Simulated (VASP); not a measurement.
These are PBE GGA, VASP's PBE PAW potentials (set 64) (plane waves; VASP) values and carry that method's errors.

A VASP calculation is set up with these files.

### INCAR
```
NELM  =  100
EDIFF  =  1E-5   ! SCF stop (eV)
ENCUT  =  400
IBRION  =  2
NELMIN  =  4
GGA  =  PE
NUPDOWN  =  1
LASPH  =  .TRUE.   ! aspherical one-centre terms
MAGMOM  =  71*0.0141
LORBIT  =  10
LREAL  =  Auto   ! projection in real space or not
NSW  =  70
SIGMA  =  0.05   ! width (eV)
ISPIN  =  2   ! spin-polarised
PREC  =  Normal
ISMEAR  =  0   ! Gaussian
EDIFFG  =  -0.03
NELECT  =  283.0
LWAVE  =  .TRUE.
LCHARG  =  .FALSE.
ISIF  =  2   ! forces and stress, cell fixed
SYSTEM  =  Ga35MgN35
LMAXMIX  =  4
ISYM  =  0
ALGO  =  Fast
```

POSCAR:
```
Ga35MgN35
1
    4.8683178924    -8.4321738171     0.0000000000
    4.8683178924     8.4321738171     0.0000000000
    0.0000000000     0.0000000000    10.5562839808
Ga N Mg
35 35 1
Direct
  0.2222220000   0.1111110000   0.2500000000
  0.1111110000   0.2222220000   0.0000000000
  0.2222220000   0.1111110000   0.7500000000
  0.1110190000   0.2227580000   0.4998590000
  0.2192020000   0.4434920000   0.2497230000
  0.1111110000   0.5555560000   0.0000000000
  0.2222220000   0.4444440000   0.7500000000
  0.1119450000   0.5603110000   0.4991010000
  0.2222220000   0.7777780000   0.2500000000
  0.1111110000   0.8888890000   0.0000000000
  0.2222220000   0.7777780000   0.7500000000
  0.1111110000   0.8888890000   0.5000000000
  0.5555560000   0.1111110000   0.2500000000
  0.4444440000   0.2222220000   0.0000000000
  0.5555560000   0.1111110000   0.7500000000
  0.4444440000   0.2222220000   0.5000000000
  0.5555560000   0.4444440000   0.2500000000
  0.4444440000   0.5555560000   0.0000000000
  0.5555560000   0.4444440000   0.7500000000
  0.5555560000   0.7777780000   0.2500000000
  0.4444440000   0.8888890000   0.0000000000
  0.5555560000   0.7777780000   0.7500000000
  0.4444440000   0.8888890000   0.5000000000
  0.8888890000   0.1111110000   0.2500000000
  0.7777780000   0.2222220000   0.0000000000
  0.8888890000   0.1111110000   0.7500000000
  0.7777780000   0.2222220000   0.5000000000
  0.8888890000   0.4444440000   0.2500000000
  0.7777780000   0.5555560000   0.0000000000
  0.8888890000   0.4444440000   0.7500000000
  0.7777780000   0.5555560000   0.5000000000
  0.8888890000   0.7777780000   0.2500000000
  0.7777780000   0.8888890000   0.0000000000
  0.8888890000   0.7777780000   0.7500000000
  0.7777780000   0.8888890000   0.5000000000
  0.2292240000   0.1124830000   0.4429020000
  0.1086240000   0.2171270000   0.1895220000
  0.2222220000   0.1111110000   0.9385000000
  0.1083050000   0.2150140000   0.6848030000
  0.1142690000   0.5566330000   0.1869070000
  0.2222220000   0.4444440000   0.9385000000
  0.1049510000   0.5549770000   0.6877220000
  0.2238300000   0.7810290000   0.4339520000
  0.1111110000   0.8888890000   0.1885000000
  0.2222220000   0.7777780000   0.9385000000
  0.1111110000   0.8888890000   0.6885000000
  0.5555560000   0.1111110000   0.4385000000
  0.4444440000   0.2222220000   0.1885000000
  0.5555560000   0.1111110000   0.9385000000
  0.4444440000   0.2222220000   0.6885000000
  0.5577420000   0.4452450000   0.4394220000
  0.4450010000   0.5573150000   0.1866920000
  0.5555560000   0.4444440000   0.9385000000
  0.4427050000   0.5556020000   0.6886120000
  0.5553390000   0.7728490000   0.4426490000
  0.4444440000   0.8888890000   0.1885000000
  0.5555560000   0.7777780000   0.9385000000
  0.4444440000   0.8888890000   0.6885000000
  0.8888890000   0.1111110000   0.4385000000
  0.7777780000   0.2222220000   0.1885000000
  0.8888890000   0.1111110000   0.9385000000
  0.7777780000   0.2222220000   0.6885000000
  0.8888890000   0.4444440000   0.4385000000
  0.7777780000   0.5555560000   0.1885000000
  0.8888890000   0.4444440000   0.9385000000
  0.7777780000   0.5555560000   0.6885000000
  0.8888890000   0.7777780000   0.4385000000
  0.7777780000   0.8888890000   0.1885000000
  0.8888890000   0.7777780000   0.9385000000
  0.7777780000   0.8888890000   0.6885000000
  0.4430000000   0.5506190000   0.4988190000
```

**KPOINTS**
```
Automatic mesh
0
Gamma
1 1 1
0 0 0
```

POTCAR, in this order: Ga N Mg (PBE.64 set). Program: vasp_gam.

Problem. What will the output report for the number of irreducible k-points (NKPTS), largest plane-wave count, FFT grid (NGX, NGY, NGZ)?

Solution. 
The number of irreducible k-points (NKPTS) comes out as 1, the largest plane-wave count is 7908 and the FFT grid (NGX, NGY, NGZ) is 48 × 48 × 54.

The cell is a supercell with a defect, built from GaN (wurtzite): Mg_Ga-vac_N, charge -1.
